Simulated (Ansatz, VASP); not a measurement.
# InSe in two plane-wave programs, part 3 of 3

Wanted: the spread between two codes on one cell, functional and k mesh. The cell is taken from a series of runs on this material, whose earlier steps may have relaxed, scaled, displaced or heated it; both programs get it as it stands.

VASP 6.6.1 and Ansatz 0.2.0.

So far: The structure; Ansatz: zone-centre phonons, PBEsol; VASP: zone-centre phonons, PBEsol.

## 3. VASP: zone-centre phonons, PBEsol (continued)

Level of this step: PBEsol; plane waves and PAW (In_d, Se) (VASP).

Numbers of over 12 decimals in the logs are rounded to 6 here.

From OUTCAR (step 3):

```text
ion  position               nearest neighbor table
   1  0.333  0.665  0.363-   3 2.63   3 2.64   3 2.64   2 2.77
   2  0.333  0.665  0.282-   4 2.63   4 2.64   4 2.64   1 2.77
   3  0.667  0.335  0.401-   1 2.63   1 2.64   1 2.64
   4  0.667  0.335  0.244-   2 2.63   2 2.64   2 2.64

  LATTYP: Found a base centered orthorhombic cell.
 ALAT       =     3.9960860633
 B/A-ratio  =     1.7147302995
 C/A-ratio  =     8.5333397379

 Subroutine GETGRP returns: Found  4 space group operations
 (whereof  2 operations were pure point group operations)

The static configuration has the point symmetry C_1h.
 The point group associated with its full space group is C_2v.

 Found     25 irreducible k-points:

   k-points           NKPTS =     25   k-points in BZ     NKDIM =     25   number of bands    NBANDS=     25

   dimension x,y,z NGX =    30 NGY =   30 NGZ =  250
   dimension x,y,z NGXF=    60 NGYF=   60 NGZF=  500

   ENCUT  =  500.0 eV  36.75 Ry    6.06 a.u.   7.29  7.23 62.17*2*pi/ulx,y,z

   NELECT =      38.0000    total number of electrons

 k-points in reciprocal lattice and weights: Automatic mesh
   0.00000000  0.00000000  0.00000000       0.012
   0.11111111  0.00000000  0.00000000       0.049
   0.22222222  0.00000000  0.00000000       0.049
   0.33333333  0.00000000  0.00000000       0.049
   0.44444444  0.00000000  0.00000000       0.049
   0.00000000  0.11111111  0.00000000       0.025
   0.11111111  0.11111111  0.00000000       0.049
   0.22222222  0.11111111  0.00000000       0.049
   0.33333333  0.11111111  0.00000000       0.049
[...]
0.00000000  0.44444444  0.00000000       0.025
   0.11111111  0.44444444  0.00000000       0.025

 average (electrostatic) potential at core
       1-103.9012       2-103.9013       3 -60.8986       4 -60.8986

  Total        0.1856227      0.5196944      0.0292149     -0.0000000      0.0000000      0.0000000
  in kB        0.6370189      1.7834843      0.1002596     -0.0000000      0.0000000      0.0000000
  external PRESSURE =       0.8402543 kB  Pullay stress =       0.0000000 kB

  energy-cutoff  :      500.00
  volume of cell :      466.86
      direct lattice vectors                 reciprocal lattice vectors
     3.996086063  0.000000000  0.000000000     0.250244861  0.145938321  0.000000000
    -1.998043032  3.426104926  0.000000000     0.000000000  0.291876642  0.000000000
     0.000000000  0.000000000 34.099960000     0.000000000  0.000000000  0.029325548

 POSITION                                       TOTAL-FORCE (eV/Angst)
 -----------------------------------------------------------------------------------
     -0.00000      2.27968     12.38606         0.000000     -0.000426     -0.019342
     -0.00000      2.27968      9.61394         0.000000     -0.000426      0.019342
      1.99804      1.14642     13.68025        -0.000000      0.000426      0.019692
      1.99804      1.14642      8.31975        -0.000000      0.000426     -0.019692
 -----------------------------------------------------------------------------------
    total drift:                                0.000000     -0.001135      0.000102

 Eigenvectors and eigenvalues of the dynamical matrix
 ----------------------------------------------------

   1 f  =    6.865548 THz    43.137511 2PiTHz  229.010033 cm-1    28.393613 meV
             X         Y         Z           dx          dy          dz
     -0.000000  2.279684 12.386058    -0.000000    0.006408    0.588124
     -0.000000  2.279684  9.613942    -0.000000    0.006408   -0.588124
      1.998043  1.146421 13.680249     0.000000   -0.007699   -0.392442
      1.998043  1.146421  8.319751     0.000000   -0.007699    0.392442

   2 f  =    6.041573 THz    37.960322 2PiTHz  201.525178 cm-1    24.985926 meV
             X         Y         Z           dx          dy          dz
     -0.000000  2.279684 12.386058    -0.000000    0.011747    0.451960
     -0.000000  2.279684  9.613942     0.000000   -0.011747    0.451960
      1.998043  1.146421 13.680249     0.000000   -0.015989   -0.543451
      1.998043  1.146421  8.319751    -0.000000    0.015989   -0.543451

   3 f  =    5.236651 THz    32.902850 2PiTHz  174.675885 cm-1    21.657040 meV
             X         Y         Z           dx          dy          dz
     -0.000000  2.279684 12.386058     0.450128   -0.000000    0.000000
     -0.000000  2.279684  9.613942     0.450128   -0.000000   -0.000000
      1.998043  1.146421 13.680249    -0.545330    0.000000   -0.000000
      1.998043  1.146421  8.319751    -0.545330    0.000000    0.000000

   4 f  =    5.235504 THz    32.895640 2PiTHz  174.637607 cm-1    21.652294 meV
             X         Y         Z           dx          dy          dz
     -0.000000  2.279684 12.386058    -0.000000   -0.450059    0.009948
     -0.000000  2.279684  9.613942    -0.000000   -0.450059   -0.009948
      1.998043  1.146421 13.680249     0.000000    0.545287   -0.003138
      1.998043  1.146421  8.319751     0.000000    0.545287    0.003138

   5 f  =    5.121802 THz    32.181229 2PiTHz  170.844916 cm-1    21.182060 meV
             X         Y         Z           dx          dy          dz
     -0.000000  2.279684 12.386058     0.000000   -0.435747    0.012741
     -0.000000  2.279684  9.613942    -0.000000    0.435747    0.012741
      1.998043  1.146421 13.680249    -0.000000    0.556535   -0.015197
      1.998043  1.146421  8.319751     0.000000   -0.556535   -0.015197

   6 f  =    5.119961 THz    32.169662 2PiTHz  170.783506 cm-1    21.174447 meV
             X         Y         Z           dx          dy          dz
     -0.000000  2.279684 12.386058    -0.435252   -0.000000    0.000000
     -0.000000  2.279684  9.613942     0.435252    0.000000    0.000000
      1.998043  1.146421 13.680249     0.557275    0.000000   -0.000000
      1.998043  1.146421  8.319751    -0.557275   -0.000000   -0.000000

   7 f  =    3.194450 THz    20.071323 2PiTHz  106.555390 cm-1    13.211179 meV
             X         Y         Z           dx          dy          dz
     -0.000000  2.279684 12.386058    -0.000000   -0.001595   -0.392443
     -0.000000  2.279684  9.613942    -0.000000   -0.001595    0.392443
      1.998043  1.146421 13.680249     0.000000    0.002458   -0.588200
      1.998043  1.146421  8.319751     0.000000    0.002458    0.588200

   8 f  =    1.050492 THz     6.600433 2PiTHz   35.040628 cm-1     4.344482 meV
             X         Y         Z           dx          dy          dz
     -0.000000  2.279684 12.386058    -0.557275    0.000000    0.000000
     -0.000000  2.279684  9.613942     0.557275   -0.000000    0.000000
      1.998043  1.146421 13.680249    -0.435252    0.000000   -0.000000
      1.998043  1.146421  8.319751     0.435252   -0.000000   -0.000000

   9 f  =    1.031182 THz     6.479105 2PiTHz   34.396515 cm-1     4.264622 meV
             X         Y         Z           dx          dy          dz
     -0.000000  2.279684 12.386058     0.000000    0.556764    0.000503
     -0.000000  2.279684  9.613942    -0.000000   -0.556764    0.000503
      1.998043  1.146421 13.680249     0.000000    0.435905   -0.000372
      1.998043  1.146421  8.319751    -0.000000   -0.435905   -0.000372

  10 f/i=    0.008544 THz     0.053686 2PiTHz    0.285011 cm-1     0.035337 meV
             X         Y         Z           dx          dy          dz
     -0.000000  2.279684 12.386058     0.000000   -0.000069    0.543663
     -0.000000  2.279684  9.613942     0.000000    0.000069    0.543663
      1.998043  1.146421 13.680249     0.000000   -0.000154    0.452139
      1.998043  1.146421  8.319751     0.000000    0.000154    0.452139

  11 f/i=    0.011951 THz     0.075092 2PiTHz    0.398653 cm-1     0.049427 meV
             X         Y         Z           dx          dy          dz
     -0.000000  2.279684 12.386058     0.545330    0.000000   -0.000000
     -0.000000  2.279684  9.613942     0.545330    0.000000   -0.000000
      1.998043  1.146421 13.680249     0.450128    0.000000   -0.000000
      1.998043  1.146421  8.319751     0.450128    0.000000   -0.000000

  12 f/i=    0.012240 THz     0.076909 2PiTHz    0.408297 cm-1     0.050622 meV
             X         Y         Z           dx          dy          dz
     -0.000000  2.279684 12.386058     0.000000   -0.545347   -0.000151
     -0.000000  2.279684  9.613942     0.000000   -0.545347    0.000151
      1.998043  1.146421 13.680249     0.000000   -0.450107   -0.000301
      1.998043  1.146421  8.319751     0.000000   -0.450107    0.000301

 ELASTIC MODULI CONTR FROM IONIC RELAXATION (kBar)
 Direction    XX          YY          ZZ          XY          YZ          ZX
 --------------------------------------------------------------------------------
 XX         -84.8502    -32.0483    -66.2464      0.0000     -0.0000      0.0000
 YY         -32.0483    -85.7501    -65.8773      0.0000      0.0000     -0.0000
 ZZ         -66.2464    -65.8773   -224.7637      0.0000     -0.0000     -0.0000
 XY           0.0000      0.0000      0.0000    -23.5831     -0.0000     -0.0000
 YZ          -0.0000      0.0000     -0.0000     -0.0000    -76.0581      0.0000
 ZX           0.0000     -0.0000     -0.0000     -0.0000      0.0000    -95.4183
 --------------------------------------------------------------------------------
```

## 4. Side by side

Known differences besides the potentials themselves: fixed occupations in Ansatz, narrow Gaussian smearing in VASP; Ansatz cuts the interaction across the vacuum, VASP repeats the sheet without a dipole correction; the data sets hold 58 valence electrons in Ansatz (on its PAW soft_1 files) and 38 in VASP; the cutoff is 420 eV in Ansatz and 500 eV in VASP; Ansatz makes its cores anew for this functional, VASP keeps those of its PBE data sets. Total energies have different zeros and are not compared.

Both answers:

| quantity | Ansatz | VASP | difference |
| --- | --- | --- | --- |
| optical mode 1 (cm⁻¹) | 36.1 | 34.4 | +1.8 |
| optical mode 2 (cm⁻¹) | 36.4 | 35.0 | +1.3 |
| optical mode 3 (cm⁻¹) | 106.3 | 106.6 | -0.21 % |
| optical mode 4 (cm⁻¹) | 170.6 | 170.8 | -0.13 % |
| optical mode 5 (cm⁻¹) | 170.7 | 170.8 | -0.08 % |
| optical mode 6 to 7 (cm⁻¹) | 174.5 | 174.6 | -0.06 % |
| optical mode 8 (cm⁻¹) | 201.2 | 201.5 | -0.17 % |
| optical mode 9 (cm⁻¹) | 228.3 | 229.0 | -0.29 % |

Modes are paired by rising frequency, not by their patterns, so a pair may set unlike modes beside each other; they are those without the splitting of longitudinal modes. Where the cell holds vacuum, a pressure given here is an average over it and none of the material.

## 5. Outcome

| Item | Value |
| --- | --- |
| r.m.s. difference of the optical zone-centre modes, each program's sorted by frequency (zone-centre phonons, PBEsol) | 0.79 cm⁻¹ |

What this shows: The r.m.s. difference of the optical zone-centre modes, each program's sorted by frequency is 0.79 cm⁻¹ (zone-centre phonons, PBEsol). The data sets hold unlike numbers of valence electrons (58 in Ansatz and 38 in VASP), so part of the differences may come from the potentials. How closely two codes agree says nothing of how well the functional describes the real material.

[Lines on the potential files, build, host, timing and source positions are cut from VASP's logs without a mark.]

[Logs are printed without paths, hosts, clocks, repeated set-up lines and the standing remarks that a program may print on its own settings, such as how far it seeks lower states.]

[Hosts, paths, dates, database ids (printed as entryN), source tags and the programs' standing remarks are cut or masked in the printed files.]
